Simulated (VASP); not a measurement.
Energy against volume of ZnS (wurtzite). These are TPSS meta-GGA, VASP's PBE PAW potentials (set 64) (plane waves; VASP) values and carry that method's errors. Numerical set-up: 520 eV cut-off, 7×7×4 Γ-centred mesh, Gaussian smearing of 0.050 eV, potentials Zn S.

Shape and ions are relaxed at each volume.

```json
[
 {"V (Å³/atom)": "19.384", "E (eV/atom)": "-9.96242"},
 {"V (Å³/atom)": "19.983", "E (eV/atom)": "-9.96904"},
 {"V (Å³/atom)": "20.583", "E (eV/atom)": "-9.96755"},
 {"V (Å³/atom)": "21.182", "E (eV/atom)": "-9.95919"}
]
```

Fit these four points and predict the energy of the run at 18.784 Å³/atom.

A cubic in V^(−2/3), the third-order Birch-Murnaghan form, passes through the four points with V0 = 20.16 Å³/atom and B0 = 69 GPa, and gives -9.9462 eV/atom there. The run gave -9.9464 eV/atom, -0.2 meV/atom from the fit; all five points give B0 = 69 GPa.

The compound is ZnS in the wurtzite structure, the high-temperature form. It was relaxed first.
